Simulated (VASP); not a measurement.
Data:

```xyz
2
Lattice="4.1200 0.0000 0.0000 0.0000 4.1200 0.0000 0.0000 0.0000 4.1200" Properties=species:S:1:pos:R:3 pbc="T T T"
Cs     0.0000     0.0000     0.0000
Cl     2.0600     2.0600     2.0600
```

Method: PW91 GGA, VASP's PBE PAW potentials (set 64) (plane waves; VASP). Settings: 520 eV cut-off, 6×6×6 Γ-centred mesh, Gaussian smearing of 0.050 eV, potentials Cs_sv Cl.

Energy and stress use the plane-wave basis of the starting cell.

Question: The ions, cell shape and volume are relaxed. Predict the relaxed structure.

Answer: 
```xyz
2
Lattice="4.1931 0.0000 0.0000 0.0000 4.1931 0.0000 0.0000 0.0000 4.1931" Properties=species:S:1:pos:R:3 pbc="T T T"
Cs     0.0000     0.0000     0.0000
Cl     2.0965     2.0965     2.0965
```
Space group Pm-3m (221), at a tolerance of 0.03 Å.

Question: How do energy and volume change from the first to the last step?

Answer: The energy (σ→0) changes by -5.2 meV/atom and the volume by +5.4 %, in 3 ionic steps.

The compound is CsCl in the CsCl type structure. This run relaxes it. Symmetry was kept, so distortions that lower it aren't found.
